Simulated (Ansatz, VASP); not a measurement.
**One calculation of Ga2SbP3, two programs**

```xyz
6
Lattice="3.4011 0.0000 0.0000 0.0000 3.4011 0.0000 0.0000 0.0000 9.3240" Properties=species:S:1:pos:R:3 pbc="T T T"
Ga    1.7006    1.7006    7.8143
Ga    1.7006    1.7006    1.5096
Sb    1.7006    1.7006    4.6620
P     0.0000    0.0000    0.0000
P     0.0000    0.0000    6.6324
P     0.0000    0.0000    2.6916
```

Change from the starting cell: species swapped into the MgSc3Ru2 type (P4/mmm, No. 123).

Alike in both runs: functional PBE; k mesh 6 × 6 × 2; occupations gaussian, width 0.1 eV; no spin polarisation.

Ansatz relaxed the structure, and its values are those at the end. VASP's run is a single point on that final structure, the one shown.

```csv
,VASP,Ansatz
version,VASP 6.6.1,Ansatz 0.2.0
potentials or method,"VASP PAW PBE potentials, release 64 (Ga_d, Sb, P)","scalar-relativistic, plane waves, PAW"
plane-wave cutoff (eV),520,420
valence electrons in the cell,46,56
```

```tsv
	VASP	Ansatz	Ansatz less VASP
gap on the k mesh at the Fermi level (eV)	none	none	-
pressure (GPa)	-0.1	0.0	+0.05
rms of the force components (eV/Å)	0.006	0.007	+0.0011
```

A gap of «none» marks a metal or a gap that the smearing closes. The two sets of potentials don't hold the same shells in valence.

Spin-orbit coupling is left out, which matters for the levels of Sb.
